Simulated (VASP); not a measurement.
## Cd2S: equation of state with PBE+D3(BJ)

Cd2S:

```xyz
3
Lattice="3.8513 0.0000 0.0000 -1.9256 3.3353 0.0000 0.0000 0.0000 5.7906" Properties=species:S:1:pos:R:3 pbc="T T T"
Cd    0.0000    2.2235    5.4064
Cd    1.9256    1.1118    3.3705
S     0.0000    2.2235    2.0930
```

The cell comes from a database or a generator and needn't be the stable form of this composition.

```json
{"Program": "VASP 6.6.1", "Task": "equation of state", "Functional": "PBE", "Dispersion": "D3(BJ)", "Potentials or basis": "VASP PAW PBE potentials, release 64 (Cd, S)", "Cutoff": "520 eV", "k mesh": "8 × 8 × 4", "Occupations": "gaussian, width 0.02 eV", "Spin": "no spin polarisation"}
```

The equilibrium volume is 24.83 Å³/atom, the bulk modulus at fixed shape and positions is 51 GPa and the pressure derivative of the bulk modulus is 4.9 (rough: it moves with the points fitted).

Energy against volume, from the lowest point:
```tsv
volume (Å³/atom)	energy (meV/atom)
23.802	7.32
24.298	1.89
24.794	0.00
25.290	1.28
25.786	5.36
```

All runs of the series together: 2.1 min on 1 thread of AMD EPYC 9R45 (Zen 5), with other jobs on the host.

Caveat: the cell was scaled at fixed shape and fractional positions, which overstates the stiffness of a crystal with free parameters, most of all of layers and chains.
